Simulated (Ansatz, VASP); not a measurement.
## Code comparison for InSe (R3m, 4 atoms in the cell)

Self-consistent single point.

```
CELL_PARAMETERS angstrom
      2.02334     1.16818     8.60852
     -2.02334     1.16818     8.60852
      0.00000    -2.33636     8.60852
ATOMIC_POSITIONS crystal
  In 0.11035 0.11035 0.11035
  In 0.00183 0.00183 0.00183
  Se 0.61971 0.61971 0.61971
  Se 0.82581 0.82581 0.82581
```

Shared settings, as Ansatz (an electronic-structure program) writes them: kpoints.mp_grid.grid = 6 6 6; magnetization.spin_orbit = true; scf.occupations.method = fixed. Potentials and cutoffs stand in the table.

| code | model | pressure (GPa) | largest force (eV/Å) | gap on the mesh (eV) | cutoff |
|---|---|---|---|---|---|
| Ansatz | LDA (PW92) with spin-orbit coupling, PAW files made with PBE | -2.43 | 0.164 | 0.184 | default |
| VASP | LDA (PZ), spin-orbit coupling, VASP's LDA PAW potentials (set 64) | -2.48 | 0.134 | 0.192 | 300 eV |

Size of the force on each atom (eV/Å): Sizes of forces hide their directions.

| code | In1 | In2 | Se3 | Se4 |
|---|---|---|---|---|
| Ansatz | 0.032 | 0.032 | 0.164 | 0.164 |
| VASP | 0.048 | 0.048 | 0.134 | 0.133 |

Gaps are read on the mesh.

The spread over the programs that give each value: pressure within 0.05 GPa; largest force within 0.030 eV/Å; gap on the mesh within 0.008 eV.

Ansatz's pressure is given at a fixed set of plane waves, as the other plane-wave codes print theirs. The same LDA comes in different parametrisations, which differ slightly.

VASP's run is marked for a possible Pulay error in its stress at this cutoff; no cutoff test was made.

VASP ran the fixed occupations as a Gaussian smearing of 0.01 eV.

The starting cell comes from a database of computed structures (which also holds hypothetical and non-ambient phases and stackings), without a prior relaxation at this level.

Keys are those of Ansatz 0.2.
